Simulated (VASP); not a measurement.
Consider the following.

```
CELL_PARAMETERS angstrom
      2.79703     0.00000     0.00000
      0.00000     2.79703     0.00000
      0.00000     0.00000     2.79703
ATOMIC_POSITIONS crystal
  Ru 0.00000 0.00000 0.00000
  S  0.50000 0.50000 0.50000
```

Computed with PBE GGA, VASP's PBE PAW potentials (set 64) (plane waves; VASP). Run with 400 eV cut-off, 9×9×9 Γ-centred mesh, Gaussian smearing of 0.050 eV, potentials Ru_pv S.

Problem. Give the stress tensor in GPa (positive for a compressed cell).

Solution. 
```
61.98   0.00   0.00
 0.00  61.98   0.00
 0.00   0.00  61.98
```
The pressure is its mean diagonal, 61.98 GPa.

The structure was generated: RuS was put into the CsCl type (Pm-3m), which need not be its known phase. The cell was not relaxed at this level.
